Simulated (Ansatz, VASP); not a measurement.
BiO5: VASP beside Ansatz

```
Bi O
1.0
     3.44024    0.00000    0.00000
    -1.72012    2.97934    0.00000
     0.00000    0.00000   10.92618
Bi O
1 5
Direct
  0.66667 0.33333 0.00000
  0.00000 0.00000 0.88458
  0.66667 0.33333 0.55760
  0.00000 0.00000 0.50000
  0.66667 0.33333 0.44240
  0.00000 0.00000 0.11542
```

Change from the starting cell: species swapped into the LiMg5 type (P-6m2, No. 187).

Alike in both runs: functional PBE; k mesh 6 × 6 × 2; occupations gaussian, width 0.1 eV; no spin polarisation.

Ansatz relaxed the structure, and its values are those at the end. VASP's run is a single point on that final structure, the one shown.

|  | VASP | Ansatz |
| --- | --- | --- |
| version | VASP 6.6.1 | Ansatz 0.2.0 |
| potentials or method | VASP PAW PBE potentials, release 64 (Bi_d, O) | scalar-relativistic, plane waves, PAW |
| plane-wave cutoff (eV) | 520 | 420 |
| valence electrons in the cell | 45 | 45 |

|  | VASP | Ansatz | Ansatz less VASP |
| --- | --- | --- | --- |
| gap on the k mesh at the Fermi level (eV) | none | none | - |
| pressure (GPa) | 0.5 | 0.1 | -0.46 |
| rms of the force components (eV/Å) | 0.281 | 0.010 | -0.2713 |

A gap of «none» marks a metal or a gap that the smearing closes. One of these differences is far larger than is usual between the two programs; its cause wasn't traced.

Caveats: the standard files for N, O and F lose accuracy on very short bonds; spin-orbit coupling is left out, which moves the levels of the heavy elements; an odd number of electrons without spin polarisation forces a metal; a magnetic or distorted state may lie lower.
